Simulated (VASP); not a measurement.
Data:

```yaml
crystal:
  lattice:
    - [1.76874, -3.06355, 0.00000]
    - [1.76874, 3.06355, 0.00000]
    - [0.00000, 0.00000, 5.43340]
  atoms:
    - { symbol: Er, position: [0.33333, 0.66667, 0.25000] }
    - { symbol: Er, position: [0.66667, 0.33333, 0.75000] }
```

These are PBE GGA with D3 dispersion (zero damping), VASP's PBE PAW potentials (set 64) (plane waves; VASP 6.6.1) values and carry that method's errors. Numerical set-up: 520 eV cut-off, Gaussian smearing of 0.050 eV, potentials Er_3.

The 4f electrons are frozen in the core of the lanthanide potential, so 4f levels, which can set the real gap, and their magnetism are missing.

Give the energies of bands 7 to 12 at the high-symmetry points, in eV from the Fermi level.

| band | Γ | M | K | A | L | H |
|---|---|---|---|---|---|---|
| 7 | -5.56 | -2.11 | -0.90 | -3.83 | -2.04 | -0.61 |
| 8 | -2.28 | -1.45 | -0.84 | -3.83 | -2.04 | -0.61 |
| 9 | 1.31 | -0.93 | -0.84 | 1.18 | 0.13 | -0.44 |
| 10 | 1.96 | -0.11 | -0.51 | 1.19 | 0.13 | -0.44 |
| 11 | 1.97 | 1.57 | 1.31 | 1.84 | 1.63 | 0.55 |
| 12 | 2.57 | 1.76 | 1.31 | 1.84 | 1.63 | 0.55 |

It has no gap at this level: it comes out as a metal or semimetal.

The compound is Er in the hcp structure. It was relaxed first.
